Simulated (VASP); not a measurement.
Consider the following.

```
Dy
1.0
    1.78714    -3.09542     0.00000
    1.78714     3.09542     0.00000
    0.00000     0.00000     5.51094
Dy
2
Direct
  0.33333   0.66667   0.25000
  0.66667   0.33333   0.75000
```

Calculation: AM05 GGA, VASP's PBE PAW potentials (set 64) (plane waves; VASP). Settings: 520 eV cut-off, Gaussian smearing of 0.050 eV, potentials Dy_3.

The 4f electrons are frozen in the core of the lanthanide potential, so 4f levels, which can set the real gap, and their magnetism are missing.

Question: Give the energies of bands 7 to 12 at the high-symmetry points, in eV from the Fermi level.

Answer: 
```json
[
 {"band": "7", "Γ": "-5.19", "M": "-1.94", "K": "-0.99", "A": "-3.51", "L": "-1.99", "H": "-0.61"},
 {"band": "8", "Γ": "-2.21", "M": "-1.50", "K": "-0.73", "A": "-3.51", "L": "-1.99", "H": "-0.61"},
 {"band": "9", "Γ": "1.51", "M": "-0.99", "K": "-0.73", "A": "1.08", "L": "0.06", "H": "-0.42"},
 {"band": "10", "Γ": "1.81", "M": "0.08", "K": "-0.43", "A": "1.08", "L": "0.06", "H": "-0.42"},
 {"band": "11", "Γ": "1.81", "M": "1.43", "K": "1.24", "A": "1.69", "L": "1.77", "H": "0.62"},
 {"band": "12", "Γ": "2.36", "M": "1.72", "K": "1.24", "A": "1.69", "L": "1.77", "H": "0.62"}
]
```

It has no gap at this level: it comes out as a metal or semimetal.

The compound is Dy in the hcp structure. It was relaxed first.
